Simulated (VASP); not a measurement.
## ZrSe2: energy against strain

ZrSe2 (1T layered, P-3m1, 27.758 Å³/atom and stress up to 0.25 GPa in the relaxed cell, c along z) under an equal strain ε along x and y, with z held. PBE in VASP (plane waves, PAW), 480 eV, 10×10×6 Γ-centred mesh, Gaussian smearing 0.05 eV; ions are relaxed, or left where forces stay under 0.02 eV/Å, within the symmetry of each cell. Against the start cell, which lies near the measured one, the relaxed cell differs by 10.2 % in volume and 8.2 % in c; the values below rest on it.

Here s stands for strain and y for E less E0.

```csv
strain (%),E less E0 (meV/atom)
-3.00,?
-1.50,4.20
-1.00,1.74
-0.50,0.35
0.00,0.00
0.50,0.64
1.00,2.24
1.50,4.78
```

The 7 complete rows are fitted with a parabola, y against s. Least squares gives y = -0.004 + 0.2164·s + 1.9967·s². Residuals (row less fit): 0.036, -0.036, -0.037, 0.004, 0.037, 0.031, -0.033; standard error 0.043 (degrees of freedom: 4). Twice the quadratic coefficient over the volume, 2 × 1.9967 meV × 10⁴ × 0.1602 / 27.758 Å³, is the elastic constants 2(C11 + C12) = 230 ± 2 GPa (± standard error of the fit, which holds the terms cut off).

Task: Predict the withheld y at s = -3.00 from the fit, and compare with the calculation.

Result: y = -0.004 + 0.2164 × (-3.0) + 1.9967 × (-3.0)² = 17.317 meV/atom. The calculation gives 18.25 meV/atom, 0.933 meV/atom above the prediction (5.1 % of the range of y in the table). The row lies outside the fitted rows, so this is an extrapolation. From the scatter of the fitted rows alone, a prediction at this place has a standard error of 0.164 meV/atom, so the miss is 5.7 times that.

A polynomial of degree 3 through the 12 other runs of the series gives 18.31 there, so most of the miss is curvature that the fit leaves out. This level leaves no gap over 0.05 eV at strain -3.00 %. For ZrSe2: without a dispersion term in the relaxation, distances and binding between the weakly bound layers, chains or molecules are unreliable, and so is what depends on them. Rows are the converged runs of the series near zero and its far end, less any whose ions stayed unrelaxed beside relaxed ones; series whose fitted rows scatter by over a few per cent of the range, as at a crossing or softening among them, aren't shown in this form. Most that stay on the fit to the last digits aren't either.
